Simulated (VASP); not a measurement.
Method: LDA (Ceperley-Alder, Perdew-Zunger), VASP's LDA PAW potentials (set 64) (plane waves; VASP).

The input files of a VASP run:

**POSCAR**
```
LiH
4.080
  0.0000000000   0.5000000000   0.5000000000
  0.5000000000   0.0000000000   0.5000000000
  0.5000000000   0.5000000000   0.0000000000
Li H
1 1
direct
  0.0000000000   0.0000000000   0.0000000000
  0.5000000000   0.5000000000   0.5000000000
```

### KPOINTS
```
Automatic mesh
0
Gamma
14 14 14
0 0 0
```

INCAR:
```
! general
SYSTEM  =  LiH
PREC    =  Accurate
ENCUT   =  400   ! plane-wave cut-off (eV)
LREAL   =  F   ! projection in real space or not
LASPH   =  T   ! aspherical one-centre terms

! electronic loop
EDIFF   =  1E-6
NELM    =  100
ALGO    =  Normal   ! blocked Davidson

! smearing
ISMEAR  =  -1   ! Fermi-Dirac
SIGMA   =  0.01   ! width (eV)

! ions
ISIF    =  2   ! forces and stress, cell fixed

! output
LWAVE   =  F
LCHARG  =  F
```

POTCAR, in this order: Li_sv H (LDA.64 set). Program: vasp_std.

What will the output report for the number of irreducible k-points (NKPTS), largest plane-wave count, number of space-group operations, FFT grid (NGX, NGY, NGZ)?

```
Quantity                                       Value
--------------------------------------  ------------
number of irreducible k-points (NKPTS)           104
largest plane-wave count                         331
number of space-group operations                  48
FFT grid (NGX, NGY, NGZ)                20 × 20 × 20
```

The structure is a typed LiH crystal (Fm-3m). The cell was not relaxed at this level.
